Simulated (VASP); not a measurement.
# Wall time of a PBE self-consistent run on a six-atom AlRu5 model cell with 1 to 8 MPI ranks, one k-point group per rank (VASP)

In a fixed potential the Bloch states at different k points can be solved independently, yet together they form the one density that sets that potential. How far a self-consistent run can be shared out by k point is therefore not obvious beforehand.

The question matters for a screening queue that must return each result quickly. The brief chosen here is one converged SCF run on a six-atom metallic cell without symmetry in at most 60 s, on no more than 8 ranks. Because the processors are shared with other work, a setting passes safely only if it would still meet the limit with its time doubled. The quantity compared is the wall time of the whole run, measured against the 60 s limit and against the one-rank run.

## Set-up

A model structure made by substituting elements in a known one; it need not exist. VASP 6.6.1, plane waves with PAW, PBE, 6 atoms at fixed positions without symmetry, no spin polarisation, no spin-orbit coupling. Held fixed: cutoff 400 eV, k mesh 5×5×5 and ISMEAR = -1, SIGMA = 0.05 eV. Each row is named by the tags or value that set it apart. All ran on AMD EPYC 7R43 64-Core Processor (Zen 3), shared with other work, so times are rough. The same in all rows: SCF cycles: 16.

Notes on method and selection:

- Runs that did not converge, have known faults or may not be shown are not listed, and runs on Ansatz's PAW sets soft_1 and soft_2 are kept to separate tables.

Columns:

- ranks: MPI ranks.
- KPAR: groups of k points worked in parallel (KPAR).

## Table of results

| member | ranks | KPAR | wall time (s) |
| --- | --- | --- | --- |
| 1 ranks | 1 | 1 | 170 |
| 2 ranks | 2 | 2 | 90 |
| 4 ranks | 4 | 4 | 46 |
| 8 ranks | 8 | 8 | 26 |

Least-squares fits to the whole series, with x = ranks; R² and errors in the fitted variable (y, or ln y where the fit is in ln y):

| y | members | fit | R² | rms residual | leave-one-out rms | the same for the mean of the others |
| --- | --- | --- | --- | --- | --- | --- |
| wall time (s) | 4 | ln y = 5.126 − 0.9095 ln x | 1.00 | 0.022 | 0.049 | 0.94 |

## Reading the trend

The wall time falls at every doubling of the ranks, from 170 s on one rank to 26 s on eight, a speed-up of 170 / 26 = 6.5. Every run takes 16 SCF cycles, so the gain comes from shorter cycles and not from fewer of them.

The fitted exponent is −0.91, where perfect sharing would give −1. One doubling thus divides the time by 2^0.91 = 1.9. The fit is far better than the mean of the other members, with a leave-one-out error of 0.049 against 0.94 in ln y. Within the range it gives about 33 s for 6 ranks.

The cause lies in the layout. KPAR rises together with the ranks, so each rank forms a group of its own and treats complete k points. The costly work on the orbitals then needs little communication; the groups mainly have to combine their contributions to the density and exchange band energies for the common Fermi level.

There is enough work to share. The mesh has 5 × 5 × 5 = 125 points, or (125 + 1) / 2 = 63 if k and −k are counted once, as is usual without magnetism. On eight ranks the busiest group then has 8 points, which would allow a speed-up of 63 / 8 = 7.9. Uneven sharing therefore costs very little. Work repeated in every group, communication and competition for memory bandwidth would all lengthen the run further, and are possible reasons for the rest of the shortfall.

The simplest estimate, t = 170 s / ranks, is too short by 5 s or less for each of the other three rows, while the times scatter about their mean by 55 s. It describes added k-point groups, not ranks added inside a group.

## Members off the line

Largest departures from the fit to the whole series:

| member | wall time (s) | fit | computed − fit | computed / fit | in rms residuals (of ln y) |
| --- | --- | --- | --- | --- | --- |
| 4 ranks | 46 | 48 | −2 | 0.96 | 1.6 |
| 8 ranks | 26 | 25 | +1 | 1.02 | 1.0 |
| 1 ranks | 170 | 168 | +2 | 1.01 | 0.4 |
| 2 ranks | 90 | 90 | 0 | 1.00 | 0.2 |

The largest departure from the fit is at 4 ranks, where 46 s stands against a fitted 48 s. The other rows lie within 2 s of the line. On shared processors, differences this small call for no explanation.

The last doubling gains a factor of 46 / 26 = 1.8, the one before it 90 / 46 = 2.0. On shared processors this difference is too small to mark the start of saturation.

The smooth series suggests that the background load did not change strongly from run to run. A steady load that slowed all four runs by the same factor would change only the prefactor of the fit and not its exponent. In that case the overall speed-up is more trustworthy than the absolute seconds.

## Choosing a member

Two working quantities follow from the wall time t in seconds and the number of ranks N, with 60 × 60 = 3600 seconds in an hour. The rate of consecutive runs is R = 3600 / t per hour, and the cost of a thousand runs is C = 1000 × N × t / 3600 rank-hours.

- **1 rank:** R = 3600 / 170 = 21 per hour, C = 47 rank-hours. Even half the time, 85 s, would exceed the limit, so this setting fails clearly.
- **2 ranks:** R = 3600 / 90 = 40 per hour, C = 50 rank-hours. The run misses the limit by 30 s, though a quieter machine might bring it below.
- **4 ranks:** R = 3600 / 46 = 78 per hour, C = 51 rank-hours. The run meets the limit as timed, but not with its time doubled (2 × 46 = 92 s).
- **8 ranks:** R = 3600 / 26 = 138 per hour, C = 58 rank-hours. The run meets the limit even with its time doubled (2 × 26 = 52 s).

The error that counts here is that of the timing; the accuracy of PBE for energies or structures does not enter. The pick is 8 ranks with KPAR = 8, the only row that keeps the full margin. The runner-up is 4 ranks with KPAR = 4.

Three changes would overturn the pick:

- A background load that slows the eight-rank run by a factor of more than 60 / 26 = 2.3 would push it past the limit.
- A limit relaxed to 100 s would let 4 ranks pass with the same margin, leaving the other four free.
- Scarce memory would favour fewer groups, since k-point groups keep copies of data that ranks within one group would share.

If total throughput mattered more than the wait for each result, the costs of 47 to 58 rank-hours would be too close to choose by. Several small runs side by side would then be a reasonable alternative, provided they do not slow one another through shared memory bandwidth.

## Conclusions and limits

From 1 to 8 ranks, with one k-point group per rank, the wall time of this cell falls almost in inverse proportion to the ranks. The rule depends on having many more k points than groups, and should not be carried over to a cell with only a few.

Two quantities held fixed here can change the time by more than the table's factor of 6.5. Doubling the mesh in each direction gives about 8 times as many k points and lengthens the run by roughly that factor, though it also leaves more points to share. Tripling the number of atoms at the same mesh lengthens it by very roughly 3 × 3 = 9 to 3 × 3 × 3 = 27 times, because the numbers of bands and of plane waves both grow with the cell, and the cost rises between the square and the cube of its size.
